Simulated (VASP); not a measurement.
Consider the following.

```xyz
2
Lattice="0.0000 2.5739 2.5496 2.5541 0.0000 2.5496 2.5541 2.5739 0.0000" Properties=species:S:1:pos:R:3 pbc="T T T"
Sr     0.0000     0.0000     0.0000
O      2.5745     2.5739     2.5496
```

Calculation: PBE GGA, VASP's PBE PAW potentials (set 64) (plane waves; VASP 6.6.1). Run with 520 eV cut-off, KSPACING 0.2 per Å, Gaussian smearing of 0.050 eV, potentials Sr_sv O.

### Question
Give the stress tensor in GPa (positive for a compressed cell).

### Answer

```
5.15  0.00  0.00
0.00  3.93  0.00
0.00  0.00  5.38
```
The pressure is its mean diagonal, 4.82 GPa.

The compound is SrO in the rock salt structure. The cell was not relaxed at this level, atoms are displaced from their ideal sites. The run is one of a series of settings (KGAMMA = .TRUE., KSPACING = 0.2, KPOINTS file removed against the base run), some of them coarse on purpose.
